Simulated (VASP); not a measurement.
```
Mg2Sn
1.0
    0.00000     3.37058     3.37058
    3.37058     0.00000     3.37058
    3.37058     3.37058     0.00000
Mg Sn
2 1
Direct
  0.25000   0.25000   0.25000
  0.75000   0.75000   0.75000
  0.00000   0.00000   0.00000
```

Method: PBEsol GGA, VASP's PBE PAW potentials (set 64) (plane waves; VASP 6.6.1). Numerical set-up: 520 eV cut-off, Gaussian smearing of 0.050 eV, potentials Mg Sn_d.

Give the energies of bands 7 to 12 at the high-symmetry points, in eV from the Fermi level.

```tsv
band	Γ	X	U	L	W
7	0.06	-4.55	-4.14	-4.79	-3.74
8	0.06	-2.06	-3.51	-0.77	-3.74
9	0.06	-2.06	-1.73	-0.77	-2.68
10	1.46	-0.06	0.42	0.76	2.67
11	2.23	0.15	2.66	2.28	3.07
12	2.23	7.29	5.39	2.28	3.07
```

It has no gap at this level: it comes out as a metal or semimetal.

Measured: gap 0.36 eV (computed value off by -0.36 eV), as given by Byungki Ryu et al., Journal of the Korean Physical Society (2019), arXiv:1905.06140.

The compound is Mg2Sn in the antifluorite structure. It was relaxed first.
